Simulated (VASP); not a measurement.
# Gd (Gadolinium): structure and properties in VASP, part 9 of 11

What structure does Gd (Gadolinium) take at this level, and what are its properties? The start is a cell from a database of measured crystal structures.

VASP 6.6.1, plane waves and PAW; the level of theory is named at each step.

Still holding for the runs below: The magnetic order is the lowest of the few collinear ones that converged above; longer or canted patterns were not tried. The k-mesh is coarse for a metal.

So far, moment of the cell, from the last line of the log (μB): step 2 (magnetic order: ferromagnetic) 15.7; step 8 (relaxing cell and atoms (PBEsol + U)) 15.6. The relaxed cell has a = 3.581, c = 5.696 Å (conventional setting).

## Step 11: Band structure (PBEsol + U)

Level of this step: PBEsol, DFT+U (Gd f 5 eV), spin-polarised from a ferromagnetic start; plane waves and PAW (Gd) (VASP).

The mesh alone shows little of the dispersion and can miss band extrema, so KPOINTS_OPT adds a path through the symmetry points after the self-consistent cycle.

INCAR reads:

```
SYSTEM = Gd
PREC = Accurate
ENCUT = 450
EDIFF = 1E-06
NELM = 150
ISMEAR = 1
SIGMA = 0.2
LREAL = .FALSE.
ALGO = Normal
GGA = PS
NBANDS = 40
ISPIN = 2
MAGMOM = 7.13 7.13
LDAU = .TRUE.
LDAUTYPE = 2
LDAUL = 3
LDAUU = 5
LDAUJ = 0
LDAUPRINT = 1
LASPH = .TRUE.
LMAXMIX = 6
AMIX = 0.2
BMIX = 1E-04
AMIX_MAG = 0.8
BMIX_MAG = 1E-04
LORBIT = 11
LWAVE = .FALSE.
LCHARG = .FALSE.
KPAR = 4
```

POSCAR reads:

```
Gd
1.0
    3.5811254439      0.0000000000      0.0000000000
   -1.7905627220      3.1013456086      0.0000000000
    0.0000000000      0.0000000000      5.6956788021
Gd
2
Direct
    0.3333333333      0.6666666667      0.2500000000
    0.6666666667      0.3333333333      0.7500000000
```

KPOINTS reads:

```
Automatic mesh
0
Gamma
7 7 4
0 0 0
```

KPOINTS_OPT reads:

```
Line mode
16
Line-mode
Reciprocal
  0.00000000   0.00000000   0.00000000 GAMMA
  0.50000000   0.00000000   0.00000000 M

  0.50000000   0.00000000   0.00000000 M
  0.33333333   0.33333333   0.00000000 K

  0.33333333   0.33333333   0.00000000 K
  0.00000000   0.00000000   0.00000000 GAMMA

  0.00000000   0.00000000   0.00000000 GAMMA
  0.00000000   0.00000000   0.50000000 A

  0.00000000   0.00000000   0.50000000 A
  0.50000000   0.00000000   0.50000000 L

  0.50000000   0.00000000   0.50000000 L
  0.33333333   0.33333333   0.50000000 H

  0.33333333   0.33333333   0.50000000 H
  0.00000000   0.00000000   0.50000000 A

  0.50000000   0.00000000   0.50000000 L
  0.50000000   0.00000000   0.00000000 M

  0.33333333   0.33333333   0.00000000 K
  0.33333333   0.33333333   0.50000000 H
```

The projector-augmented-wave data sets are Gd (PBE family, release 64).

Command:

```console
$ mpirun -np 4 vasp_std
```

Output:

```text
[... set-up lines as in an earlier step ...]
 entering main loop
       N       E                     dE             d eps       ncg     rms          rms(c)
DAV:   1     0.254522322225E+03    0.25452E+03   -0.10054E+04  6064   0.399E+03
DAV:   2     0.362448927389E+02   -0.21828E+03   -0.18526E+03  5992   0.467E+02
DAV:   3    -0.384892092508E+01   -0.40094E+02   -0.38365E+02  5720   0.129E+02
DAV:   4    -0.121540062576E+02   -0.83051E+01   -0.82006E+01  7312   0.486E+01
DAV:   5    -0.135538264108E+02   -0.13998E+01   -0.13965E+01  7352   0.170E+01    0.554E+01
DAV:   6    -0.227279924993E+02   -0.91742E+01   -0.69507E+00  6072   0.763E+01    0.378E+01
DAV:   7    -0.235054973537E+02   -0.77750E+00   -0.18955E+00  6960   0.154E+01    0.457E+01
DAV:   8    -0.235234076484E+02   -0.17910E-01   -0.19442E-01  6184   0.196E+00    0.561E+01
DAV:   9    -0.235290760809E+02   -0.56684E-02   -0.31442E-02  6752   0.132E+00    0.323E+01
DAV:  10    -0.235392733059E+02   -0.10197E-01   -0.69782E-02  6576   0.126E+00    0.475E+00
DAV:  11    -0.235400498235E+02   -0.77652E-03   -0.10456E-02  6696   0.116E+00    0.454E+00
DAV:  12    -0.235395881944E+02    0.46163E-03   -0.17996E-03  7264   0.379E-01    0.390E+00
DAV:  13    -0.235394030217E+02    0.18517E-03   -0.13683E-03  7192   0.177E-01    0.324E-01
DAV:  14    -0.235394223104E+02   -0.19289E-04   -0.15875E-04  6592   0.870E-02    0.652E-02
DAV:  15    -0.235394213907E+02    0.91973E-06   -0.14677E-05  7224   0.309E-02    0.299E-02
DAV:  16    -0.235394210414E+02    0.34927E-06   -0.90529E-07  3656   0.864E-03
   1 F= -.23539421E+02 E0= -.23540011E+02  d E =0.176939E-02  mag=    15.6115
 Start KPOINTS_OPT (optional k-point list driver)
k-point batch [1-24\144]
       N       E                     dE             ncg
DAV:   1    -0.301577533509E+04   -0.20963E+05     6048
DAV:   2    -0.806919051862E+04   -0.50534E+04     5928
DAV:   3    -0.899487519032E+04   -0.92568E+03     5416
DAV:   4    -0.915662961068E+04   -0.16175E+03     7304
DAV:   5    -0.917430079069E+04   -0.17671E+02     7136
DAV:   6    -0.917628258947E+04   -0.19818E+01     6880
DAV:   7    -0.917638875581E+04   -0.10617E+00     6280
DAV:   8    -0.917640156637E+04   -0.12811E-01     6864
DAV:   9    -0.917640222066E+04   -0.65429E-03     6096
DAV:  10    -0.917640229488E+04   -0.74215E-04     5680
DAV:  11    -0.917640229933E+04   -0.44557E-05     3808
DAV:  12    -0.917640229979E+04   -0.45093E-06     3136
[...]
k-point batch [121-144\144]
       N       E                     dE             ncg
DAV:   1    -0.319986143924E+04   -0.32980E+05     6024
DAV:   2    -0.809786497429E+04   -0.48980E+04     5808
DAV:   3    -0.900552935588E+04   -0.90766E+03     5472
DAV:   4    -0.917035279806E+04   -0.16482E+03     7184
DAV:   5    -0.919109643238E+04   -0.20744E+02     7184
DAV:   6    -0.919311254069E+04   -0.20161E+01     6944
DAV:   7    -0.919321115565E+04   -0.98615E-01     6512
DAV:   8    -0.919322071347E+04   -0.95578E-02     6768
DAV:   9    -0.919322124422E+04   -0.53075E-03     6480
DAV:  10    -0.919322129891E+04   -0.54693E-04     5536
DAV:  11    -0.919322130311E+04   -0.41927E-05     4056
DAV:  12    -0.919322130348E+04   -0.37796E-06     3192
```

Elapsed: 2.6 min, on 4 MPI ranks of Intel Xeon Platinum 8259CL at 2.50GHz (Skylake/Cascade Lake), shared host; peak memory 1.2 GiB; 10 min of CPU time.

From OUTCAR (step 11):

```text
   k-points           NKPTS =     24   k-points in BZ     NKDIM =     24   number of bands    NBANDS=     40

   NELECT =      36.0000    total number of electrons

atom =   1  type =  1  l = 3

 onsite density matrix

spin component  1

  0.9902  0.0000  0.0000 -0.0000  0.0000 -0.0000 -0.0000
  0.0000  0.9894  0.0000  0.0000 -0.0000  0.0000 -0.0000
  0.0000  0.0000  0.9890  0.0000 -0.0000 -0.0000 -0.0000
 -0.0000  0.0000  0.0000  0.9901 -0.0000  0.0000  0.0000
  0.0000 -0.0000 -0.0000 -0.0000  0.9890 -0.0000  0.0000
 -0.0000  0.0000 -0.0000  0.0000 -0.0000  0.9894  0.0000
 -0.0000 -0.0000 -0.0000  0.0000  0.0000  0.0000  0.9889

spin component  2

  0.0011 -0.0000  0.0000  0.0000  0.0000  0.0000 -0.0000
 -0.0000  0.0013 -0.0000  0.0000 -0.0000 -0.0000  0.0000
  0.0000 -0.0000  0.0008 -0.0000 -0.0000 -0.0000 -0.0000
  0.0000  0.0000 -0.0000  0.0006  0.0000  0.0000 -0.0000
  0.0000 -0.0000 -0.0000  0.0000  0.0008  0.0000  0.0000
  0.0000 -0.0000 -0.0000  0.0000  0.0000  0.0013 -0.0000
 -0.0000  0.0000 -0.0000 -0.0000  0.0000 -0.0000  0.0007

 occupancies and eigenvectors

  o =  0.0006  v =  0.0000  0.0000  0.0000  0.0000  0.0000  0.0000  0.0000 -0.0000 -0.0000  0.0000  1.0000 -0.0000 -0.0000  0.0000      0.0000  0.0000  0.0000  0.0000  0.0000  0.0000  0.0000  0.0000  0.0000  0.0000  0.0000  0.0000  0.0000  0.0000
  o =  0.0007  v =  0.0000  0.0000  0.0000  0.0000  0.0000  0.0000  0.0000 -0.0000  0.0000 -0.0000  0.0000  0.0000 -0.0000 -1.0000      0.0000  0.0000  0.0000  0.0000  0.0000  0.0000  0.0000  0.0000  0.0000  0.0000  0.0000  0.0000  0.0000  0.0000
  o =  0.0008  v =  0.0000  0.0000  0.0000  0.0000  0.0000  0.0000  0.0000 -0.0000  0.0000  0.4292  0.0000  0.9032 -0.0000  0.0000      0.0000  0.0000  0.0000  0.0000  0.0000  0.0000  0.0000  0.0000  0.0000  0.0000  0.0000  0.0000  0.0000  0.0000
  o =  0.0008  v =  0.0000  0.0000  0.0000  0.0000  0.0000  0.0000  0.0000  0.0000 -0.0000 -0.9032  0.0000  0.4292 -0.0000  0.0000      0.0000  0.0000  0.0000  0.0000  0.0000  0.0000  0.0000  0.0000  0.0000  0.0000  0.0000  0.0000  0.0000  0.0000
  o =  0.0011  v =  0.0000  0.0000  0.0000  0.0000  0.0000  0.0000  0.0000  1.0000  0.0000  0.0000  0.0000  0.0000 -0.0000 -0.0000      0.0000  0.0000  0.0000  0.0000  0.0000  0.0000  0.0000  0.0000  0.0000  0.0000  0.0000  0.0000  0.0000  0.0000
  o =  0.0013  v =  0.0000  0.0000  0.0000  0.0000  0.0000  0.0000  0.0000  0.0000 -0.9990  0.0000 -0.0000  0.0000 -0.0439 -0.0000      0.0000  0.0000  0.0000  0.0000  0.0000  0.0000  0.0000  0.0000  0.0000  0.0000  0.0000  0.0000  0.0000  0.0000
  o =  0.0013  v =  0.0000  0.0000  0.0000  0.0000  0.0000  0.0000  0.0000 -0.0000  0.0439  0.0000 -0.0000 -0.0000 -0.9990  0.0000      0.0000  0.0000  0.0000  0.0000  0.0000  0.0000  0.0000  0.0000  0.0000  0.0000  0.0000  0.0000  0.0000  0.0000
  o =  0.9889  v = -0.0000  0.0000 -0.0000  0.0000  0.0000  0.0000 -1.0000  0.0000  0.0000  0.0000  0.0000  0.0000  0.0000  0.0000      0.0000  0.0000  0.0000  0.0000  0.0000  0.0000  0.0000  0.0000  0.0000  0.0000  0.0000  0.0000  0.0000  0.0000
  o =  0.9890  v = -0.0000  0.0000  0.4131 -0.0000  0.9107 -0.0000  0.0000  0.0000  0.0000  0.0000  0.0000  0.0000  0.0000  0.0000      0.0000  0.0000  0.0000  0.0000  0.0000  0.0000  0.0000  0.0000  0.0000  0.0000  0.0000  0.0000  0.0000  0.0000
  o =  0.9890  v = -0.0000 -0.0000  0.9107  0.0000 -0.4131  0.0000 -0.0000  0.0000  0.0000  0.0000  0.0000  0.0000  0.0000  0.0000      0.0000  0.0000  0.0000  0.0000  0.0000  0.0000  0.0000  0.0000  0.0000  0.0000  0.0000  0.0000  0.0000  0.0000
  o =  0.9894  v =  0.0000 -0.0397  0.0000 -0.0000  0.0000  0.9992 -0.0000  0.0000  0.0000  0.0000  0.0000  0.0000  0.0000  0.0000      0.0000  0.0000  0.0000  0.0000  0.0000  0.0000  0.0000  0.0000  0.0000  0.0000  0.0000  0.0000  0.0000  0.0000
[...]
o =  0.0008  v =  0.0000  0.0000  0.0000  0.0000  0.0000  0.0000  0.0000  0.0000 -0.0000 -0.9169 -0.0000  0.3991 -0.0000  0.0000      0.0000  0.0000  0.0000  0.0000  0.0000  0.0000  0.0000  0.0000  0.0000  0.0000  0.0000  0.0000  0.0000  0.0000
  o =  0.0011  v =  0.0000  0.0000  0.0000  0.0000  0.0000  0.0000  0.0000  1.0000  0.0000  0.0000  0.0000  0.0000  0.0000 -0.0000      0.0000  0.0000  0.0000  0.0000  0.0000  0.0000  0.0000  0.0000  0.0000  0.0000  0.0000  0.0000  0.0000  0.0000
  o =  0.0013  v =  0.0000  0.0000  0.0000  0.0000  0.0000  0.0000  0.0000 -0.0000  0.9983 -0.0000  0.0000 -0.0000  0.0577 -0.0000      0.0000  0.0000  0.0000  0.0000  0.0000  0.0000  0.0000  0.0000  0.0000  0.0000  0.0000  0.0000  0.0000  0.0000
  o =  0.0013  v =  0.0000  0.0000  0.0000  0.0000  0.0000  0.0000  0.0000  0.0000 -0.0577 -0.0000  0.0000  0.0000  0.9983  0.0000      0.0000  0.0000  0.0000  0.0000  0.0000  0.0000  0.0000  0.0000  0.0000  0.0000  0.0000  0.0000  0.0000  0.0000
  o =  0.9889  v = -0.0000 -0.0000 -0.0000 -0.0000  0.0000  0.0000 -1.0000  0.0000  0.0000  0.0000  0.0000  0.0000  0.0000  0.0000      0.0000  0.0000  0.0000  0.0000  0.0000  0.0000  0.0000  0.0000  0.0000  0.0000  0.0000  0.0000  0.0000  0.0000
  o =  0.9890  v = -0.0000 -0.0000  0.4131 -0.0000  0.9107  0.0000  0.0000  0.0000  0.0000  0.0000  0.0000  0.0000  0.0000  0.0000      0.0000  0.0000  0.0000  0.0000  0.0000  0.0000  0.0000  0.0000  0.0000  0.0000  0.0000  0.0000  0.0000  0.0000
  o =  0.9890  v = -0.0000  0.0000  0.9107  0.0000 -0.4131 -0.0000 -0.0000  0.0000  0.0000  0.0000  0.0000  0.0000  0.0000  0.0000      0.0000  0.0000  0.0000  0.0000  0.0000  0.0000  0.0000  0.0000  0.0000  0.0000  0.0000  0.0000  0.0000  0.0000
  o =  0.9894  v =  0.0000  0.3302  0.0000 -0.0000 -0.0000  0.9439 -0.0000  0.0000  0.0000  0.0000  0.0000  0.0000  0.0000  0.0000      0.0000  0.0000  0.0000  0.0000  0.0000  0.0000  0.0000  0.0000  0.0000  0.0000  0.0000  0.0000  0.0000  0.0000
  o =  0.9894  v = -0.0000  0.9439 -0.0000 -0.0000  0.0000 -0.3302 -0.0000  0.0000  0.0000  0.0000  0.0000  0.0000  0.0000  0.0000      0.0000  0.0000  0.0000  0.0000  0.0000  0.0000  0.0000  0.0000  0.0000  0.0000  0.0000  0.0000  0.0000  0.0000
  o =  0.9901  v = -0.0000 -0.0000  0.0000 -1.0000 -0.0000 -0.0000  0.0000  0.0000  0.0000  0.0000  0.0000  0.0000  0.0000  0.0000      0.0000  0.0000  0.0000  0.0000  0.0000  0.0000  0.0000  0.0000  0.0000  0.0000  0.0000  0.0000  0.0000  0.0000
  o =  0.9902  v =  1.0000  0.0000  0.0000 -0.0000  0.0000 -0.0000 -0.0000  0.0000  0.0000  0.0000  0.0000  0.0000  0.0000  0.0000      0.0000  0.0000  0.0000  0.0000  0.0000  0.0000  0.0000  0.0000  0.0000  0.0000  0.0000  0.0000  0.0000  0.0000

 E-fermi :   3.1145

 spin component 1
 k-point     1 :       0.0000    0.0000    0.0000
  band No.  band energies     occupation
    ...
     20      -4.2762      1.00000
     21      -4.2497      1.00000
     22      -4.2445      1.00000
     23      -2.1483      1.00000
     24       0.4348      1.00000
     25       4.2107     -0.00000
     26       4.3234     -0.00000
     27       4.3234     -0.00000
     28       4.5025     -0.00000
     29       4.9870     -0.00000
    ...

 k-point     2 :       0.1429   -0.0000    0.0000
  band No.  band energies     occupation
    ...
     20      -4.2830      1.00000
     21      -4.2650      1.00000
     22      -4.2567      1.00000
     23      -1.6573      1.00000
     24       0.8965      1.00000
     25       3.5254     -0.00668
     26       3.5303     -0.00615
     27       4.5132     -0.00000
     28       4.8148     -0.00000
     29       5.0970     -0.00000
    ...

  Total       -0.0097750     -0.0097750     -0.0224126      0.0000000     -0.0000000      0.0000000
  in kB       -0.2475772     -0.2475772     -0.5676583      0.0000000     -0.0000000      0.0000000
  external PRESSURE =      -0.3542709 kB  Pullay stress =       0.0000000 kB

 POSITION                                       TOTAL-FORCE (eV/Angst)
 -----------------------------------------------------------------------------------
     -0.00000      2.06756      1.42392        -0.000000      0.000000      0.000000
      1.79056      1.03378      4.27176         0.000000     -0.000000      0.000000
 -----------------------------------------------------------------------------------
    total drift:                               -0.000000      0.000000     -0.000000

  FREE ENERGIE OF THE ION-ELECTRON SYSTEM (eV)
  ---------------------------------------------------
  free  energy   TOTEN  =       -23.5394210414 eV

  energy  without entropy=      -23.5411904273  energy(sigma->0) =      -23.54001084

[... 10 parts as in an earlier step ...]

[... 12 further parts left out ...]
```

Spin-orbit coupling is off here; with elements this heavy it splits and shifts levels by tenths of an eV or more.

Numbers from this step:

```
SCF cycles : 16
bands      : 40
pressure   : -0.03543 GPa
```

Spin up. Electronic bands along the path, in eV, zero at the Fermi level; # counts the bands kept, so #1 is VASP's band 9:

```
          point    #15    #16    #17    #18   #19   #20   #21   #22
              Γ  -5.26  -2.68   1.10   1.21  1.21  1.39  1.87  1.87
0.53 of the way  -3.74  -1.61  -0.59  -0.17  0.96  1.47  1.47  2.85
              M  -2.30  -1.98  -1.52  -0.11  0.93  1.03  1.72  5.20
0.53 of the way  -1.79  -1.47  -1.42  -0.44  0.65  0.88  1.86  4.49
              K  -1.45  -1.12  -1.12  -0.65  0.60  0.60  2.07  4.54
0.53 of the way  -3.68  -1.38  -0.54  -0.42  0.94  1.04  1.82  2.57
              Γ  -5.26  -2.68   1.10   1.21  1.21  1.39  1.87  1.87
0.47 of the way  -4.87  -2.81   0.57   1.05  1.06  1.06  1.59  1.59
              A  -3.71  -3.71   0.36   0.36  1.12  1.12  1.12  1.12
0.53 of the way  -2.60  -2.60  -0.39  -0.39  0.75  0.75  2.15  2.15
              L  -2.38  -2.38  -0.62  -0.62  1.50  1.50  2.49  2.49
0.53 of the way  -1.86  -1.86  -0.36  -0.36  0.40  0.40  2.50  2.50
              H  -1.10  -1.10  -0.75  -0.75  0.12  0.12  2.37  2.37
0.53 of the way  -2.50  -2.50  -0.38  -0.38  0.56  0.56  2.10  2.10
              A  -3.71  -3.71   0.36   0.36  1.12  1.12  1.12  1.12
      jump to L  -2.38  -2.38  -0.62  -0.62  1.50  1.50  2.49  2.49
0.47 of the way  -2.58  -1.94  -0.81  -0.74  1.32  1.39  1.66  4.09
              M  -2.30  -1.98  -1.52  -0.11  0.93  1.03  1.72  5.20
      jump to K  -1.45  -1.12  -1.12  -0.65  0.60  0.60  2.07  4.54
0.53 of the way  -1.16  -1.11  -1.11  -0.63  0.31  0.31  2.04  3.56
              H  -1.10  -1.10  -0.75  -0.75  0.12  0.12  2.37  2.37
```

Spin down. The electronic bands at the labelled points (eV, zero at the Fermi level; # counts the bands kept, so #1 is VASP's band 9):

```
          point     #1     #2     #3    #4    #5    #6
              Γ  -4.27  -1.58   1.93  2.20  2.22  2.22
0.53 of the way  -2.68  -0.50   0.32  0.80  1.74  2.11
              M  -1.15  -1.03  -0.64  1.00  1.97  2.01
0.53 of the way  -0.63  -0.58  -0.43  0.70  1.61  1.83
              K  -0.66   0.17   0.17  0.21  1.57  1.57
0.53 of the way  -2.61  -0.19   0.36  0.47  1.68  1.79
              Γ  -4.27  -1.58   1.93  2.20  2.22  2.22
0.47 of the way  -3.86  -1.73   1.48  1.97  2.17  2.17
              A  -2.66  -2.66   1.33  1.33  2.24  2.24
0.53 of the way  -1.59  -1.59   0.65  0.65  1.63  1.63
              L  -1.45  -1.45   0.48  0.48  2.12  2.12
0.53 of the way  -0.93  -0.93   0.69  0.69  1.36  1.36
              H  -0.11  -0.11   0.04  0.04  1.38  1.38
0.53 of the way  -1.48  -1.48   0.66  0.66  1.47  1.47
              A  -2.66  -2.66   1.33  1.33  2.24  2.24
      jump to L  -1.45  -1.45   0.48  0.48  2.12  2.12
0.47 of the way  -1.59  -1.04   0.32  0.35  1.99  2.30
              M  -1.15  -1.03  -0.64  1.00  1.97  2.01
      jump to K  -0.66   0.17   0.17  0.21  1.57  1.57
0.53 of the way  -0.39   0.02   0.02  0.21  1.43  1.43
              H  -0.11  -0.11   0.04  0.04  1.38  1.38
```

There is no gap at this level.

(Part 9 of 11 ends here.)

[Lines on the potential files, build, host, timing and source positions are cut from VASP's logs without a mark.]

[Logs are printed without paths, hosts, clocks, repeated set-up lines and the standing remarks that a program may print on its own settings, such as how far it seeks lower states.]

[Hosts, paths, dates, database ids (printed as entryN), source tags and the programs' standing remarks are cut or masked in the printed files.]

[A measured line is paired with the nearest computed mode of its activity, which favours agreement.]
